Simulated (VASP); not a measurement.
BaTiO₃ (cubic perovskite) relaxed at rising pressure, in one space group throughout; other phases were not tried. The pressures are those reached. These are LDA (Ceperley-Alder, Perdew-Zunger), VASP's LDA PAW potentials (set 64) (plane waves; VASP) values and carry that method's errors.

```csv
P (GPa),V (Å³/atom),k-mesh
-0.04,12.323,6×6×6
4.91,12.029,6×6×6
9.94,11.767,6×6×6
19.75,11.328,6×6×6
29.74,10.957,6×6×6
```

Task: Fit an equation of state and predict the volume at 44.94 GPa.

Result: Least squares on the third-order Birch-Murnaghan form, P = (3B0/2)(y⁷ − y⁵)[1 + (3/4)(B′ − 4)(y² − 1)] with y = (V0/V)^(1/3), gives V0 = 12.320 Å³/atom, B0 = 195 GPa and B′ = 4.5, and so 10.491 Å³/atom. The run gave 10.489 Å³/atom, -0.0 % from the fit.

Pressures at which the relaxation failed are left out.

The compound is BaTiO3 in the cubic perovskite structure, the ideal cubic form; the compound distorts at low or room temperature.
